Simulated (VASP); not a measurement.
All values below come from PBE GGA, VASP's PBE PAW potentials (set 64) (plane waves; VASP).

Input for VASP

### INCAR
```
SYSTEM = Cs
PREC = Accurate
ENCUT = 400
EDIFF = 1E-6
NELM = 100
ALGO = Normal
LREAL = .FALSE.
LASPH = .TRUE.
ISMEAR = 1
SIGMA = 0.1
GGA = PE
LMAXMIX = 4
LWAVE = .FALSE.
LCHARG = .FALSE.
ISIF = 3
IBRION = 2
NSW = 40
EDIFFG = -0.01
```

POSCAR:
```
Cs
1
   -3.1110000000     3.1110000000     3.1110000000
    3.1110000000    -3.1110000000     3.1110000000
    3.1110000000     3.1110000000    -3.1110000000
Cs
1
Direct
  0.0080360013   0.0192864031   0.0273224044
```

### KPOINTS
```
Regular mesh
0
gamma
 6 6 6
```

POTCAR, in this order: Cs_sv (PBE.64 set). Program: vasp_std.

Output of the run:

OSZICAR:
```
       N       E                     dE             d eps       ncg     rms          rms(c)
DAV:   1     0.496186334724E+02    0.49619E+02   -0.25418E+03   256   0.622E+02
DAV:   2     0.424212132973E+01   -0.45377E+02   -0.45115E+02   296   0.120E+02
DAV:   3    -0.770668601593E+00   -0.50128E+01   -0.50109E+01   264   0.457E+01
DAV:   4    -0.834376844984E+00   -0.63708E-01   -0.63676E-01   488   0.659E+00
DAV:   5    -0.834387315358E+00   -0.10470E-04   -0.10470E-04   296   0.772E-02    0.130E-01
DAV:   6    -0.835115254707E+00   -0.72794E-03   -0.13356E-03   464   0.211E-01    0.896E-02
DAV:   7    -0.836217931766E+00   -0.11027E-02   -0.36677E-03   296   0.360E-01    0.352E-02
DAV:   8    -0.836307173184E+00   -0.89241E-04   -0.13178E-04   416   0.849E-02    0.427E-03
DAV:   9    -0.836308523915E+00   -0.13507E-05   -0.33549E-06   392   0.111E-02    0.270E-03
DAV:  10    -0.836307985504E+00    0.53841E-06   -0.96681E-07   368   0.504E-03
   1 F= -.83630799E+00 E0= -.83431707E+00  d E =-.836308E+00
       N       E                     dE             d eps       ncg     rms          rms(c)
DAV:   1    -0.838266994157E+00   -0.19585E-02   -0.38898E-02   256   0.128E+00    0.172E-01
DAV:   2    -0.836927573526E+00    0.13394E-02   -0.17961E-03   272   0.266E-01    0.792E-02
DAV:   3    -0.836501534082E+00    0.42604E-03   -0.15844E-03   256   0.239E-01    0.166E-02
DAV:   4    -0.836504637467E+00   -0.31034E-05   -0.68123E-06   304   0.233E-02    0.724E-03
DAV:   5    -0.836506633875E+00   -0.19964E-05   -0.15266E-06   320   0.848E-03    0.148E-03
DAV:   6    -0.836505789424E+00    0.84445E-06   -0.79825E-08   152   0.262E-03
   2 F= -.83650579E+00 E0= -.83450816E+00  d E =-.197804E-03
       N       E                     dE             d eps       ncg     rms          rms(c)
DAV:   1    -0.852846063331E+00   -0.16339E-01   -0.35404E-01   256   0.387E+00    0.518E-01
DAV:   2    -0.840685497488E+00    0.12161E-01   -0.16393E-02   256   0.805E-01    0.239E-01
DAV:   3    -0.836826597724E+00    0.38589E-02   -0.14381E-02   256   0.719E-01    0.503E-02
DAV:   4    -0.836831479239E+00   -0.48815E-05   -0.62651E-05   280   0.707E-02    0.218E-02
DAV:   5    -0.836837930898E+00   -0.64517E-05   -0.13678E-05   304   0.255E-02    0.446E-03
DAV:   6    -0.836835074385E+00    0.28565E-05   -0.72069E-07   192   0.785E-03    0.510E-04
DAV:   7    -0.836834993081E+00    0.81304E-07   -0.74215E-08   128   0.235E-03
   3 F= -.83683499E+00 E0= -.83481877E+00  d E =-.527008E-03
```

**OUTCAR**
```
------------------------ aborting loop because EDIFF is reached ----------------------------------------
  FORCE on cell =-STRESS in cart. coord.  units (eV):
  Direction    XX          YY          ZZ          XY          YZ          ZX
  --------------------------------------------------------------------------------------
  Total       -0.0080695     -0.0080695     -0.0080695      0.0000000     -0.0000000      0.0000000
  in kB       -0.1097973     -0.1097973     -0.1097973      0.0000000     -0.0000000      0.0000000
  external PRESSURE =      -0.1097973 kB  Pullay stress =       0.0000000 kB
  volume of cell :      117.75
      direct lattice vectors                 reciprocal lattice vectors
    -3.087705531  3.087705531  3.087705531     0.000000000  0.161932540  0.161932540
     3.087705531 -3.087705531  3.087705531     0.161932540  0.000000000  0.161932540
     3.087705531  3.087705531 -3.087705531     0.161932540  0.161932540  0.000000000
 POSITION                                       TOTAL-FORCE (eV/Angst)
 -----------------------------------------------------------------------------------
      0.11910      0.04963     -0.00000         0.000000     -0.000000      0.000000
 -----------------------------------------------------------------------------------
    total drift:                               -0.000000      0.000000     -0.000000
  FREE ENERGIE OF THE ION-ELECTRON SYSTEM (eV)
  ---------------------------------------------------
  free  energy   TOTEN  =        -0.8368349931 eV

  energy  without entropy=       -0.8307863245  energy(sigma->0) =       -0.83481877

 reached required accuracy - stopping structural energy minimisation
```
(Selected blocks of OUTCAR.)

**CONTCAR**
```
Cs
   1.00000000000000
    -3.0877055314603052    3.0877055314603052    3.0877055314603052
     3.0877055314603052   -3.0877055314603052    3.0877055314603052
     3.0877055314603052    3.0877055314603052   -3.0877055314603052
  Cs
     1
Direct
     0.0080360012999989    0.0192864030999971    0.0273224044000031
```

Energy and stress use the plane-wave basis of the starting cell.

The compound is Cs in the bcc structure. This run relaxes it. Symmetry was kept, so distortions that lower it aren't found.
